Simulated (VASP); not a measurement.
Data:

```yaml
crystal:
  lattice:
    - [4.40191, 0.00000, 0.00000]
    - [-2.20096, 3.81217, 0.00000]
    - [0.00000, 0.00000, 10.88392]
  atoms:
    - { symbol: Sn, position: [0.33333, 0.66667, 0.82564] }
    - { symbol: Sn, position: [0.66667, 0.33333, 0.17436] }
    - { symbol: Ge, position: [0.00000, 0.00000, 0.50000] }
    - { symbol: Te, position: [0.33333, 0.66667, 0.34865] }
    - { symbol: Te, position: [0.66667, 0.33333, 0.65135] }
    - { symbol: Te, position: [0.00000, 0.00000, 0.00000] }
```

Computed with r2SCAN meta-GGA, VASP's PBE PAW potentials (set 64) (plane waves; VASP 6.6.1). Settings: 400 eV cut-off, 7×7×3 Γ-centred mesh, tetrahedra with Blöchl corrections, potentials Sn_d Ge_d Te.

Unless said otherwise, spin-orbit coupling is left out, though it shifts the bands of the heavy elements here.

### Question
Give the energies of bands 22 to 35 at the high-symmetry points, in eV from the valence-band maximum.

### Answer

```
band      Γ      M      K      A      L      H
----  -----  -----  -----  -----  -----  -----
22    -2.41  -5.91  -5.23  -2.37  -5.25  -4.67
23    -2.38  -4.04  -5.23  -2.37  -5.09  -4.67
24    -2.38  -4.04  -5.12  -2.22  -3.87  -4.60
25    -2.11  -3.61  -3.25  -2.22  -3.51  -4.39
26    -2.11  -3.37  -3.07  -1.98  -3.50  -4.35
27    -2.06  -2.88  -3.07  -1.93  -3.21  -4.35
28    -2.06  -2.65  -2.40  -1.93  -1.97  -1.19
29    -0.97  -2.04  -2.39  -1.20  -1.93  -1.00
30    -0.37  -1.84  -2.39   0.00  -0.12  -1.00
31     0.68   1.48   2.06   0.22   0.13   0.52
32     0.68   1.63   2.13   0.25   0.23   0.59
33     1.07   1.72   2.13   0.25   0.24   0.59
34     1.12   1.81   2.36   2.27   3.17   4.00
35     1.12   2.49   2.73   2.28   3.34   4.26
```

The gap is indirect, 0.13 eV, from the valence maximum at A to the conduction minimum at L.

The structure comes from a computed database's Sn2GeTe3 entry (P-3m1); how it stands against other phases isn't given here. It was relaxed first.
